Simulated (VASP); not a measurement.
Data:

```yaml
crystal:
  lattice:
    - [-1.72091, 1.72091, 4.94280]
    - [1.72091, -1.72091, 4.94280]
    - [1.72091, 1.72091, -4.94280]
  atoms:
    - { symbol: Rh, position: [0.74296, 0.74296, 0.00000] }
    - { symbol: Rh, position: [0.49296, 0.99296, 0.50000] }
    - { symbol: Ge, position: [0.17304, 0.17304, 0.00000] }
    - { symbol: Ge, position: [0.92304, 0.42304, 0.50000] }
```

Calculation: PBEsol GGA, VASP's PBE PAW potentials (set 64) (plane waves; VASP). Run with 400 eV cut-off, Gaussian smearing of 0.050 eV, potentials Rh_pv Ge_d.

Task: What does the run give for the band gap (along the path) with the smallest direct gap where there is one?

Result: 
| Item | Value |
|---|---|
| band gap (along the path) | none (metal, semimetal or under 0.01 eV) |

Only differences to runs with the same potentials and settings are physical.

The structure was generated: GeRh was put into the NbAs type (I4_1md), which need not be its known phase. It was relaxed first.
